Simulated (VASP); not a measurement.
# ZnCu: structure and properties in VASP, part 4 of 4

Aim: relax ZnCu, then compute properties on the relaxed cell. The start is a cell from a database of measured crystal structures.

VASP 6.6.1; PBEsol; plane waves and PAW (Zn, Cu).

Still holding for the runs below: This run has no spin polarisation. Its electron count is odd, so without a moment it is a metal by construction.

So far. Step 5 (Bands along the symmetry lines (PBEsol)): Of the bands kept, 2 cross the Fermi level on this path. Step 6 (Total and projected DOS (PBEsol)): The finer mesh and the other smearing move the Fermi level by -0.17 eV from the 7×7×7 run, one measure of the sampling error in the zero of the bands above. Of the states within 0.3 eV of the Fermi level, the largest shares in the PAW spheres are Cu d 29 %, Zn p 15 % and Zn d 6 %. The relaxed cell has a = 2.907 Å (conventional setting).

## 8. Zone-centre phonons (PBEsol)

Zone-centre modes test whether the atoms sit at a minimum within this cell. IBRION = 8 takes the force constants from linear response, which needs tightly converged orbitals.

Input file INCAR:

```
SYSTEM = ZnCu
PREC = Accurate
ENCUT = 400
EDIFF = 1E-08
NELM = 100
ISMEAR = 1
SIGMA = 0.2
LREAL = .FALSE.
ALGO = Normal
GGA = PS
NBANDS = 17
LASPH = .TRUE.
LORBIT = 11
LWAVE = .FALSE.
LCHARG = .FALSE.
KPAR = 2
IBRION = 8
ISIF = 2
```

Input file POSCAR:

```
ZnCu
1.0
    2.9072599614      0.0000000000      0.0000000000
    0.0000000000      2.9072599614      0.0000000000
    0.0000000000      0.0000000000      2.9072599614
Zn Cu
1 1
Direct
    0.5000000000      0.5000000000      0.5000000000
    0.0000000000      0.0000000000      0.0000000000
```

Input file KPOINTS:

```
Automatic mesh
0
Gamma
13 13 13
0 0 0
```

The projector-augmented-wave data sets are Zn and Cu (PBE family, release 64).

On the command line:

```console
$ mpirun -np 2 vasp_std
```

What it wrote:

```text
[... set-up lines as in an earlier step ...]
 entering main loop
       N       E                     dE             d eps       ncg     rms          rms(c)
DAV:   1     0.972179347447E+02    0.97218E+02   -0.98831E+03  3096   0.190E+03
DAV:   2    -0.442149739231E+01   -0.10164E+03   -0.97926E+02  2882   0.277E+02
DAV:   3    -0.742300529460E+01   -0.30015E+01   -0.29901E+01  3353   0.627E+01
DAV:   4    -0.744318031511E+01   -0.20175E-01   -0.20171E-01  3395   0.469E+00
DAV:   5    -0.744346349153E+01   -0.28318E-03   -0.28317E-03  3500   0.570E-01    0.106E+01
DAV:   6    -0.721164710273E+01    0.23182E+00   -0.18510E+01  3017   0.107E+02    0.656E+00
DAV:   7    -0.610251641910E+01    0.11091E+01   -0.39859E+00  3049   0.112E+02    0.240E+00
DAV:   8    -0.610190848315E+01    0.60794E-03   -0.18570E-01  3719   0.572E+00    0.133E+00
DAV:   9    -0.609164130738E+01    0.10267E-01   -0.11681E-02  3524   0.241E+00    0.887E-02
DAV:  10    -0.609158672631E+01    0.54581E-04   -0.87805E-04  4462   0.696E-01    0.500E-02
DAV:  11    -0.609157502436E+01    0.11702E-04   -0.96194E-05  3612   0.296E-01    0.112E-02
DAV:  12    -0.609157506206E+01   -0.37699E-07   -0.47871E-06  4136   0.393E-02    0.158E-03
DAV:  13    -0.609157488493E+01    0.17713E-06   -0.21555E-07  3847   0.761E-03    0.106E-03
DAV:  14    -0.609157490826E+01   -0.23330E-07   -0.30795E-08  2675   0.476E-03    0.119E-04
DAV:  15    -0.609157489344E+01    0.14822E-07   -0.28318E-09  1592   0.755E-04    0.790E-05
DAV:  16    -0.609157489479E+01   -0.13511E-08   -0.52249E-10  1590   0.443E-04
   1 F= -.60915749E+01 E0= -.60908024E+01  d E =-.231742E-02
 Linear response reoptimize wavefunctions to high precision
DAV:   1    -0.609157489446E+01    0.33151E-09   -0.11785E-10  1607   0.138E-04
DAV:   2    -0.609157489447E+01   -0.95497E-11   -0.37283E-11  1555   0.836E-05
 Linear response DOF=           2
 Linear response progress:
  Degree of freedom:   1/  2
       N       E                     dE             d eps       ncg     rms          rms(c)
RMM:   1    -0.204619120259E+00   -0.20462E+00    0.32629E-02  9247   0.270E+00
RMM:   2    -0.205413346450E+00   -0.79423E-03   -0.85005E-03  9423   0.998E-01    0.476E-02
RMM:   3    -0.205663752273E+00   -0.25041E-03   -0.24322E-03 11024   0.320E-01    0.282E-02
RMM:   4    -0.205532151503E+00    0.13160E-03   -0.57304E-05 11386   0.699E-02    0.878E-03
RMM:   5    -0.205499534423E+00    0.32617E-04   -0.55189E-06 11708   0.225E-02    0.184E-03
RMM:   6    -0.205507302290E+00   -0.77679E-05   -0.28464E-07 10805   0.592E-03    0.882E-04
RMM:   7    -0.205509367137E+00   -0.20648E-05   -0.78745E-08 10755   0.325E-03    0.212E-04
RMM:   8    -0.205508916062E+00    0.45107E-06   -0.18961E-08 11927   0.121E-03    0.806E-05
RMM:   9    -0.205508421369E+00    0.49469E-06   -0.64837E-09 11373   0.394E-04    0.529E-05
RMM:  10    -0.205508502427E+00   -0.81058E-07   -0.74621E-09 11860   0.236E-04    0.894E-06
RMM:  11    -0.205508437923E+00    0.64504E-07   -0.76656E-09 11462   0.167E-04    0.319E-06
RMM:  12    -0.205508389059E+00    0.48864E-07   -0.77816E-09 12086   0.145E-04    0.817E-07
RMM:  13    -0.205508390220E+00   -0.11610E-08   -0.78250E-09 11220   0.142E-04    0.368E-07
 first order change of Fermi-energy  -0.13778E-03
 force on displaced ion       1 direction 1 :  -5.380   0.000  -0.000
 Linear response progress:
  Degree of freedom:   2/  2
       N       E                     dE             d eps       ncg     rms          rms(c)
RMM:   1    -0.239536556553E+00   -0.23954E+00   -0.12385E-01  9603   0.415E+00
RMM:   2    -0.238804241385E+00    0.73232E-03   -0.62912E-03  9833   0.105E+00    0.119E-01
RMM:   3    -0.238768988441E+00    0.35253E-04   -0.70728E-04 10514   0.274E-01    0.747E-02
RMM:   4    -0.238985354597E+00   -0.21637E-03   -0.36096E-04 10925   0.155E-01    0.132E-02
RMM:   5    -0.238944711127E+00    0.40643E-04   -0.19039E-05 10758   0.401E-02    0.609E-03
RMM:   6    -0.238928155051E+00    0.16556E-04   -0.15560E-06 10645   0.137E-02    0.225E-03
RMM:   7    -0.238926434382E+00    0.17207E-05   -0.30046E-07 10073   0.694E-03    0.861E-04
RMM:   8    -0.238921384385E+00    0.50500E-05   -0.84650E-08 11242   0.227E-03    0.205E-04
RMM:   9    -0.238918505666E+00    0.28787E-05   -0.54540E-09 11402   0.742E-04    0.956E-05
RMM:  10    -0.238917405958E+00    0.10997E-05   -0.11088E-08 11577   0.300E-04    0.364E-05
RMM:  11    -0.238917046798E+00    0.35916E-06   -0.10927E-08 11105   0.210E-04    0.858E-06
RMM:  12    -0.238916973559E+00    0.73239E-07   -0.11112E-08 11644   0.153E-04    0.350E-06
RMM:  13    -0.238916999588E+00   -0.26030E-07   -0.11061E-08 11575   0.139E-04    0.100E-06
RMM:  14    -0.238917016041E+00   -0.16453E-07   -0.11180E-08 11090   0.136E-04    0.149E-07
RMM:  15    -0.238917015691E+00    0.35056E-09   -0.11307E-08  9146   0.136E-04    0.908E-08
 first order change of Fermi-energy   0.86602E-03
 force on displaced ion       2 direction 1 :  -5.263  -0.000  -0.000
 Linear response finished
```

Wall time 41 s (2 MPI ranks of Intel Xeon 6975P-C (Granite Rapids), shared host); peak memory 0.5 GiB.

Parts of OUTCAR (step 8):

```text
   k-points           NKPTS =     84   k-points in BZ     NKDIM =     84   number of bands    NBANDS=     17

   NELECT =      23.0000    total number of electrons

  Total        0.0154853      0.0154853      0.0154853     -0.0000000      0.0000000     -0.0000000
  in kB        1.0096651      1.0096651      1.0096651     -0.0000000      0.0000000     -0.0000000
  external PRESSURE =       1.0096651 kB  Pullay stress =       0.0000000 kB

 Eigenvectors and eigenvalues of the dynamical matrix
 ----------------------------------------------------

   1 f  =    6.352373 THz    39.913135 2PiTHz  211.892346 cm-1    26.271291 meV
             X         Y         Z           dx          dy          dz
      1.453630  1.453630  1.453630    -0.000000    0.705934    0.000000
      0.000000  0.000000  0.000000    -0.000000   -0.708277    0.000000

   2 f  =    6.352373 THz    39.913135 2PiTHz  211.892346 cm-1    26.271291 meV
             X         Y         Z           dx          dy          dz
      1.453630  1.453630  1.453630     0.705934    0.000000    0.000000
      0.000000  0.000000  0.000000    -0.708277    0.000000    0.000000

   3 f  =    6.352373 THz    39.913135 2PiTHz  211.892346 cm-1    26.271291 meV
             X         Y         Z           dx          dy          dz
      1.453630  1.453630  1.453630     0.000000    0.000000   -0.705934
      0.000000  0.000000  0.000000    -0.000000    0.000000    0.708277

   4 f/i=    0.034904 THz     0.219308 2PiTHz    1.164272 cm-1     0.144351 meV
             X         Y         Z           dx          dy          dz
      1.453630  1.453630  1.453630     0.708277    0.000000    0.000000
      0.000000  0.000000  0.000000     0.705934    0.000000    0.000000

   5 f/i=    0.034904 THz     0.219308 2PiTHz    1.164272 cm-1     0.144351 meV
             X         Y         Z           dx          dy          dz
      1.453630  1.453630  1.453630     0.000000   -0.708277   -0.000000
      0.000000  0.000000  0.000000     0.000000   -0.705934    0.000000

   6 f/i=    0.034904 THz     0.219308 2PiTHz    1.164272 cm-1     0.144351 meV
             X         Y         Z           dx          dy          dz
      1.453630  1.453630  1.453630    -0.000000   -0.000000    0.708277
      0.000000  0.000000  0.000000     0.000000    0.000000    0.705934

 ELASTIC MODULI CONTR FROM IONIC RELAXATION (kBar)
 Direction    XX          YY          ZZ          XY          YZ          ZX
 --------------------------------------------------------------------------------
 XX           0.0000      0.0000      0.0000      0.0000      0.0000      0.0000
 YY           0.0000      0.0000      0.0000      0.0000      0.0000      0.0000
 ZZ           0.0000      0.0000      0.0000      0.0000      0.0000      0.0000
 XY           0.0000      0.0000      0.0000      0.0000      0.0000      0.0000
 YZ           0.0000      0.0000      0.0000      0.0000      0.0000      0.0000
 ZX           0.0000      0.0000      0.0000      0.0000      0.0000      0.0000
 --------------------------------------------------------------------------------

[... 7 parts as in an earlier step ...]

[... 4 further parts left out ...]
```

Energies printed during the response cycles are not total energies of the cell.

This step gave:

```
bands                     : 17
irreducible k-points      : 84
pressure of the cell      : 0.1010 GPa
largest force of the cell : 0 eV/Å
Fermi energy              : 5.732 eV
```

The modes at Γ (shares of kinetic energy by element, %):

```csv
mode,frequency (cm⁻¹),symmetry,Zn %,Cu %
1,-1.2,acoustic,50,50
2,-1.2,acoustic,50,50
3,-1.2,acoustic,50,50
4,211.9,T1u,50,50
5,211.9,T1u,50,50
6,211.9,T1u,50,50
```

Displacements in mode 6 (211.9 cm⁻¹), the largest set to 1:
```
Zn1  0.00  0.98  0.00
Cu2  0.00 -1.00  0.00
```

The three acoustic modes lie within 1.2 cm⁻¹ of zero, and all others are real. By the characters of their eigenvectors the optical modes sort into (cm⁻¹) infrared active: T1u 212.

## 9. Results

- relaxed volume: 12.29 Å³/atom
- relaxed conventional cell a, b, c: 2.907, 2.907, 2.907 Å
- space group after relaxing, within 0.02 Å: Pm-3m (No. 221)
- band gap: none, a metal
- DOS at the Fermi level: 0.522 states/eV/cell
- highest zone-centre mode: 212 cm⁻¹

What this shows: With PBEsol, ZnCu relaxes to 12.29 Å³/atom in space group Pm-3m (held by the symmetry of the run) and comes out as a metal. Against the listed cell the volume lies -3.8 %. Bands along the symmetry lines (PBEsol): Of the bands kept, 2 cross the Fermi level on this path. Zone-centre phonons (PBEsol): The highest mode in this list at Γ, 211.9 cm⁻¹, has its largest share on Cu (50 % of the kinetic energy). The k-sampling is coarse for a metal, so the Fermi level, pressures and the shape of the cell carry errors. With an odd electron count and no spin the cell is a metal by construction. Modes at Γ alone can't show that the crystal is stable at other wave vectors. No search among competing phases was made, and a listed structure need not be the one stable at ambient conditions. All values are for a static lattice at zero temperature.

[Lines on the potential files, build, host, timing and source positions are cut from VASP's logs without a mark.]

[Logs are printed without paths, hosts, clocks, repeated set-up lines and the standing remarks that a program may print on its own settings, such as how far it seeks lower states.]

[Hosts, paths, dates, database ids (printed as entryN), source tags and the programs' standing remarks are cut or masked in the printed files.]

[A measured line is paired with the nearest computed mode of its activity, which favours agreement.]
